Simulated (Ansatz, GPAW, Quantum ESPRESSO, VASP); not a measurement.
# Al3Au: programs and potentials compared

```
CELL_PARAMETERS angstrom
-2.02533 2.02533 4.05660
2.02533 -2.02533 4.05660
2.02533 2.02533 -4.05660
ATOMIC_POSITIONS crystal
Au 0.00000 0.00000 0.00000
Al 0.50000 0.50000 0.00000
Al 0.25000 0.75000 0.50000
Al 0.75000 0.25000 0.50000
```

The cell comes from a database or a generator and needn't be the stable form of this composition.

Alike in all runs: task single point; functional PBEsol; k mesh 9 × 9 × 9; occupations fermi-dirac, width 0.05 eV; no spin polarisation; no spin-orbit coupling. Pressure is positive in compression and, in plane waves, holds the error of the finite cutoff, which Ansatz's Pulay term estimates and takes out.

```csv
program and potentials,plane-wave cutoff (eV),notes,pressure (GPa)
"Ansatz, Ansatz PAW",420,"potentials made for PBE, which Ansatz adapts in part; 7 valence electrons an atom on average; Pulay term of +0.06 GPa included",-2.62
"Ansatz, all-electron LAPW, scalar-relativistic",-,-,-2.62
"VASP, PBE PAW files Al, Au, 520 eV",520,potentials made for PBE; 5 valence electrons an atom on average,-2.69
"Quantum ESPRESSO, GBRV 1.5 PBEsol",612,5 valence electrons an atom on average,-2.77
"GPAW, PAW data sets generated for this functional",600,5 valence electrons an atom on average; this data set often lies off other programs,-2.19
```

The pressure spans -2.77 (Quantum ESPRESSO, GBRV 1.5 PBEsol) to -2.19 GPa (GPAW, PAW data sets generated for this functional), with all-electron results at -2.62.

Differences between rows come from potentials, basis sets and numerical settings, since the functional is the same but for its coding. Runs on potential files found faulty are left out.
